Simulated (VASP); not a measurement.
```
CELL_PARAMETERS angstrom
      0.00000     2.10467     2.10467
      2.10467     0.00000     2.10467
      2.10467     2.10467     0.00000
ATOMIC_POSITIONS crystal
  Ta 0.00000 0.00000 0.00000
```

Method: r2SCAN meta-GGA, VASP's PBE PAW potentials (set 64) (plane waves; VASP 6.6.1). Run with 400 eV cut-off, 17×17×17 Γ-centred mesh, tetrahedra with Blöchl corrections, potentials Ta_pv.

Give the energies of bands 4 to 8 at the high-symmetry points, in eV from the Fermi level.

```csv
band,Γ,X,U,L,W
4,-8.59,-4.58,-3.43,-4.86,-2.89
5,0.51,-3.55,-2.51,0.34,-1.28
6,0.51,2.90,0.38,0.34,-1.28
7,0.51,6.20,3.71,0.52,2.25
8,3.80,6.76,5.67,6.12,6.77
```

It has no gap at this level: it comes out as a metal or semimetal.

The structure comes from a computed database's Ta entry (Fm-3m); how it stands against other phases isn't given here. It was relaxed first.
